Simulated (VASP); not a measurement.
These are PBE GGA, VASP's PBE PAW potentials (set 64) (plane waves; VASP) values and carry that method's errors.

VASP input:

KPOINTS:
```
Automatic mesh
0
Gamma
10 10 9
0 0 0
```

**INCAR**
```
SYSTEM  =  TiB2
PREC  =  Accurate; ENCUT  =  520; LREAL  =  .FALSE.
LASPH  =  .TRUE.; NBANDS  =  17
EDIFF  =  1E-6; NELM  =  100; ALGO  =  Normal
LMAXMIX  =  4
ISMEAR  =  1; SIGMA  =  0.1
GGA  =  PE
ISIF  =  2
LWAVE  =  .FALSE.; LCHARG  =  .FALSE.
```

**POSCAR**
```
TiB2
1
    1.5276560000    -2.6027400000     0.0000000000
    1.5276560000     2.6027400000     0.0000000000
    0.0000000000     0.0000000000     3.1789610000
Ti B
1 2
Direct
  0.0000000000   0.0000000000   0.0000000000
  0.3333330000   0.6666670000   0.5000000000
  0.6855250000   0.3521910000   0.5000000000
```

POTCAR, in this order: Ti_sv B (PBE.64 set). Program: vasp_std.

The resulting files:

OUTCAR:
```
 ion  position               nearest neighbor table
   1  0.000  0.000  0.000-   3 2.33   3 2.33   2 2.35   2 2.35   3 2.35   3 2.35   2 2.37   2 2.37
                             2 2.37   2 2.37   3 2.41   3 2.41
   2  0.333  0.667  0.500-   3 1.71   3 1.74   3 1.81   1 2.35   1 2.35   1 2.37   1 2.37   1 2.37
                             1 2.37
   3  0.686  0.352  0.500-   2 1.71   2 1.74   2 1.81   1 2.33   1 2.33   1 2.35   1 2.35   1 2.41
                             1 2.41
  LATTYP: Found a base centered orthorhombic cell.
 ALAT       =     3.0553120000
 B/A-ratio  =     1.7037474405
 C/A-ratio  =     1.0404701713
 Subroutine PRICEL returns:
 Original cell was already a primitive cell.
 Subroutine GETGRP returns: Found  2 space group operations
The static configuration has the point symmetry C_1h.
The dynamic configuration has the point symmetry C_1h.
 Subroutine INISYM returns: Found  2 space group operations
 Subroutine IBZKPT returns following result:
 Found    260 irreducible k-points:

 Following reciprocal coordinates:
            Coordinates               Weight
  0.000000  0.000000  0.000000      1.000000
  0.100000  0.000000  0.000000      2.000000
  0.000000  0.100000  0.000000      2.000000
...
```

OSZICAR:
```
       N       E                     dE             d eps       ncg     rms          rms(c)
DAV:   1     0.124109807426E+03    0.12411E+03   -0.88892E+03  8848   0.121E+03
DAV:   2    -0.219516375171E+02   -0.14606E+03   -0.14049E+03  9244   0.324E+02
DAV:   3    -0.293063213369E+02   -0.73547E+01   -0.72638E+01 12058   0.717E+01
DAV:   4    -0.294905509110E+02   -0.18423E+00   -0.18379E+00 11249   0.103E+01
DAV:   5    -0.294954647289E+02   -0.49138E-02   -0.49113E-02 11998   0.144E+00    0.172E+01
DAV:   6    -0.243875768847E+02    0.51079E+01   -0.18719E+01 11826   0.458E+01    0.387E+00
DAV:   7    -0.243767327636E+02    0.10844E-01   -0.99668E-01 10012   0.109E+01    0.350E+00
DAV:   8    -0.243801837918E+02   -0.34510E-02   -0.72878E-02 13394   0.222E+00    0.778E-01
DAV:   9    -0.243792605740E+02    0.92322E-03   -0.34613E-02 11074   0.225E+00    0.292E-01
DAV:  10    -0.243787998281E+02    0.46075E-03   -0.18693E-03 11478   0.504E-01    0.897E-02
DAV:  11    -0.243788120644E+02   -0.12236E-04   -0.71415E-04 11163   0.292E-01    0.484E-02
DAV:  12    -0.243788078525E+02    0.42119E-05   -0.69409E-05 10489   0.100E-01    0.106E-02
DAV:  13    -0.243788070600E+02    0.79249E-06   -0.31829E-06 10203   0.159E-02
   1 F= -.24378807E+02 E0= -.24378624E+02  d E =-.548402E-03
```

OUTCAR:
```
------------------------ aborting loop because EDIFF is reached ----------------------------------------
  FORCE on cell =-STRESS in cart. coord.  units (eV):
  Direction    XX          YY          ZZ          XY          YZ          ZX
  --------------------------------------------------------------------------------------
  Total       -0.2988962      1.1049721      1.1805478     -0.1352768      0.0000000      0.0000000
  in kB      -18.9434667     70.0310034     74.8208451     -8.5735803      0.0000000      0.0000000
  external PRESSURE =      41.9694606 kB  Pullay stress =       0.0000000 kB
  volume of cell :       25.28
      direct lattice vectors                 reciprocal lattice vectors
     1.527656000 -2.602740000  0.000000000     0.327298816 -0.192105243  0.000000000
     1.527656000  2.602740000  0.000000000     0.327298816  0.192105243  0.000000000
     0.000000000  0.000000000  3.178961000     0.000000000  0.000000000  0.314568188
 POSITION                                       TOTAL-FORCE (eV/Angst)
 -----------------------------------------------------------------------------------
      0.00000      0.00000      0.00000         0.420286      0.014709      0.000000
      1.52766      0.86758      1.58948         0.654249     -0.016202      0.000000
      1.58527     -0.86758      1.58948        -1.074534      0.001494      0.000000
 -----------------------------------------------------------------------------------
    total drift:                                0.000015     -0.000003      0.000000
  FREE ENERGIE OF THE ION-ELECTRON SYSTEM (eV)
  ---------------------------------------------------
  free  energy   TOTEN  =       -24.3788070600 eV

  energy  without entropy=      -24.3782586580  energy(sigma->0) =      -24.37862426
```
(Selected blocks of OUTCAR.)

**OUTCAR**
```
 val. band max:       10.0694966101   @ k =  -0.1000   0.1000   0.3333

 cond. band min:      10.0933327057   @ k =   0.0000   0.0000   0.3333


 Fermi energy:        10.0796037172

 k-point     1 :       0.0000    0.0000    0.0000
  band No.  band energies     occupation
      1     -46.7347      2.00000
      2     -23.0720      2.00000
      3     -22.7967      2.00000
      4     -22.7679      2.00000
      5      -3.4050      2.00000
      6       7.1741      2.00000
      7       7.6743      2.00000
      8       8.0063      2.00000
      9       8.0594      2.00000
     10      12.0713     -0.00000
     11      12.1435      0.00000
     12      13.7854      0.00000
     13      14.1605      0.00000
     14      15.3182      0.00000
     15      16.4107      0.00000
     16      17.0172      0.00000
     17      19.8798      0.00000

 k-point     2 :       0.1000    0.0000    0.0000
  band No.  band energies     occupation
      1     -46.7296      2.00000
      2     -23.0656      2.00000
      3     -22.8246      2.00000
      4     -22.7883      2.00000
      5      -3.2150      2.00000
      6       6.6557      2.00000
      7       7.6403      2.00000
      8       7.8613      2.00000
      9       8.1547      2.00000
     10      12.0316     -0.00000
     11      12.4338      0.00000
     12      13.1491      0.00000
     13      13.4566      0.00000
     14      16.4097      0.00000
     15      17.1284      0.00000
     16      17.6385      0.00000
     17      19.2642      0.00000

 k-point     3 :       0.0000    0.1000    0.0000
  band No.  band energies     occupation
      1     -46.7296      2.00000
      2     -23.0654      2.00000
      3     -22.8360      2.00000
      4     -22.7773      2.00000
      5      -3.2120      2.00000
      6       6.9448      2.00000
      7       7.3173      2.00000
      8       7.8229      2.00000
      9       8.1438      2.00000
     10      12.0880      0.00000
     11      12.4374      0.00000
...
```

The compound is TiB2 in the AlB2 type structure. The cell was not relaxed at this level, atoms are displaced from their ideal sites. The run is one of a series of settings (NBANDS = 17 against the base run), some of them coarse on purpose.
